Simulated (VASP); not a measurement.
A snapshot from molecular dynamics of W, step 21; the first frame, the perfect lattice, has an electronic free energy F (no ionic kinetic energy) of -12.540 eV/atom. The Γ point alone samples so small a cell crudely.

Consider the following.

```
W
1.0
   -4.74000     4.74000     4.74000
    4.74000    -4.74000     4.74000
    4.74000     4.74000    -4.74000
W
27
Direct
  0.99874   0.00572   0.00196
  0.98943   0.99727   0.32085
  0.99953   0.99032   0.65168
  0.98582   0.32979   0.00914
  0.00745   0.34726   0.34064
  0.00996   0.34584   0.68150
  0.99000   0.66631   0.00022
  0.00755   0.65767   0.33395
  0.01502   0.69260   0.66937
  0.32622   0.00721   0.00055
  0.33342   0.00309   0.33805
  0.33706   0.01472   0.67969
  0.33030   0.33705   0.00044
  0.32910   0.33264   0.33559
  0.33008   0.32160   0.66163
  0.32410   0.66388   0.99890
  0.35765   0.68001   0.34167
  0.34260   0.66907   0.66298
  0.65873   0.99717   0.99730
  0.69758   0.00199   0.33944
  0.65669   0.97451   0.65923
  0.65618   0.32588   0.99998
  0.66059   0.31710   0.33129
  0.65822   0.31881   0.65517
  0.66481   0.65821   0.00448
  0.66875   0.67731   0.33281
  0.66441   0.66700   0.65150
```

Computed with PBE GGA, VASP's PBE PAW potentials (set 64) (plane waves; VASP 6.6.1). Settings: PREC = Normal, LREAL = Auto, ISYM = 0, EDIFF = 1E-5, 300 eV cut-off, 1×1×1 Γ-centred mesh, Fermi-Dirac smearing of 0.069 eV, potentials W_sv.

Q: Give F per atom of this frame and the forces (eV/Å).

A: -12.463 eV/atom.
```csv
atom,Fx,Fy,Fz
W1,-0.38,-0.47,-0.17
W2,-0.32,1.48,0.77
W3,1.42,0.20,0.58
W4,-0.82,-0.12,1.44
W5,-0.36,0.49,-0.82
W6,-0.73,-0.82,-0.26
W7,-0.64,0.39,0.09
W8,1.07,-0.93,0.74
W9,-1.09,0.59,-2.10
W10,-0.31,0.55,-0.70
W11,-1.24,0.21,-0.37
W12,-1.63,-0.09,-0.46
W13,0.53,-0.14,-0.84
W14,-0.46,-0.41,0.29
W15,1.24,-0.30,0.62
W16,0.50,0.02,0.78
W17,-0.39,-2.54,-1.32
W18,0.83,-0.01,-1.39
W19,-0.13,0.36,-0.20
W20,2.42,-1.78,-1.14
W21,1.86,-0.44,2.75
W22,0.10,0.57,0.85
W23,0.67,-0.09,1.09
W24,0.66,0.87,0.64
W25,-0.65,-1.29,0.84
W26,-2.08,1.30,-0.93
W27,-0.06,2.41,-0.77
```

The cell is a supercell, built from W (bcc). Its lattice is the typed one, not relaxed at this level.
